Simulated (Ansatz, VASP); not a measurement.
Y3Ge and the functional, program beside program

The cell as given:

The structure is tetragonal, space group I4/mmm (No. 139). Conventional cell: a = 4.531 Å, b = 4.531 Å, c = 10.394 Å, α = 90.00°, β = 90.00°, γ = 90.00°. Around Y (site symmetry 4/mmm) lie 4 Ge at 3.20 Å and 8 Y at 3.45 Å. Around Y (site symmetry -4m2) lie 8 Y at 3.20 to 3.45 Å and 4 Ge at 3.45 Å. Ge (site symmetry 4/mmm) is surrounded by 12 Y at 3.20 to 3.45 Å.

The cell comes from a database or a generator and needn't be the stable form of this composition.

Kept alike: task relaxation of cell and atoms; k mesh 6 × 6 × 6; occupations fermi-dirac, width 0.05 eV; no spin polarisation. The mesh is that of the run's cell of 4 atoms. No spin-orbit coupling.

- A: Ansatz, Ansatz PAW, made for PBE, cutoff 420 eV
- B: VASP; PBE PAW files Ge_d, Y_sv, 600 eV (BLYP, PBE, PBEsol, RPBE, revPBE); LDA PAW files Ge_d, Y_sv, 600 eV (LDA)

| functional | A: volume (Å³/atom) | B: volume (Å³/atom) |
| --- | --- | --- |
| BLYP | 27.790 | 27.782 |
| LDA | 24.002 | ? |
| PBE | 26.574 | 26.536 |
| PBEsol | 25.175 | 25.137 |
| RPBE | 27.527 | 27.485 |
| revPBE | 27.262 | 27.219 |

Values on potentials made for another functional: A at BLYP, LDA, PBEsol, RPBE, revPBE; B at BLYP, PBEsol, RPBE, revPBE. Values hold for each row's relaxed cell, which stops near the pressure aimed at (zero). Ansatz's stress holds its Pulay term. For a metal such a mesh leaves the last digits unconverged.

**Question.** Estimate the value left open.

**Answer.** In the median of the other rows B lies -0.038 Å³/atom from the other column, which points to 23.964; the run gave 23.979 Å³/atom, +0.015 from it.
